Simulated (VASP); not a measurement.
Calculation: r2SCAN meta-GGA, VASP's PBE PAW potentials (set 64) (plane waves; VASP).

VASP input:

### KPOINTS
```
Automatic mesh
0
Gamma
10 10 10
0 0 0
```

**INCAR**
```
! general
SYSTEM   =  Ba
PREC     =  Accurate
ENCUT    =  480
LREAL    =  F
LASPH    =  T   ! aspherical one-centre terms

! electronic loop
EDIFF    =  1E-7
NELM     =  100   ! most electronic steps
ALGO     =  Normal
LMAXMIX  =  4   ! l cut-off of mixed one-centre charges
LMIXTAU  =  T

! smearing
ISMEAR   =  1   ! Methfessel-Paxton
SIGMA    =  0.1

! functional
METAGGA  =  R2SCAN

! ions
ISIF     =  2   ! forces and stress, cell fixed

! output
LWAVE    =  F
LCHARG   =  F
```

POSCAR:
```
Ba
5.1307830
 -0.4950494963   0.4999999912   0.4999999912
  0.4950494963  -0.4900990013   0.4900990013
  0.4950494963   0.4900990013  -0.4900990013
Ba
1
Cartesian
  0.0000000000   0.0000000000   0.0000000000
```

POTCAR, in this order: Ba_sv (PBE.64 set). Program: vasp_std.

Unless said otherwise, spin-orbit coupling is left out, though it shifts the bands of the heavy elements here.

**Question.** Estimate the energy per atom (σ→0), band gap (on the k-mesh).

**Answer.** 
```json
{
 "energy per atom (σ→0)": "-26.431 eV/atom",
 "band gap (on the k-mesh)": "none (metal, semimetal or under 0.01 eV)"
}
```

OSZICAR:
```
...
DAV:  27    -0.264306384698E+02   -0.32358E-04   -0.85294E-06  3191   0.332E-02    0.675E-03
DAV:  28    -0.264306682988E+02   -0.29829E-04   -0.29997E-05  3356   0.562E-02    0.414E-03
DAV:  29    -0.264306749422E+02   -0.66435E-05   -0.70584E-06  4318   0.298E-02    0.209E-03
DAV:  30    -0.264306754787E+02   -0.53646E-06   -0.64418E-07  3871   0.954E-03    0.131E-03
DAV:  31    -0.264306757955E+02   -0.31681E-06   -0.15735E-07  3548   0.483E-03    0.967E-04
DAV:  32    -0.264306759470E+02   -0.15151E-06   -0.37522E-07  3509   0.638E-03    0.278E-04
DAV:  33    -0.264306759002E+02    0.46798E-07   -0.50820E-08  2036   0.260E-03
   1 F= -.26430676E+02 E0= -.26430553E+02  d E =-.369981E-03
```

The compound is Ba in the bcc structure. This cell was strained or had an atom moved on purpose.
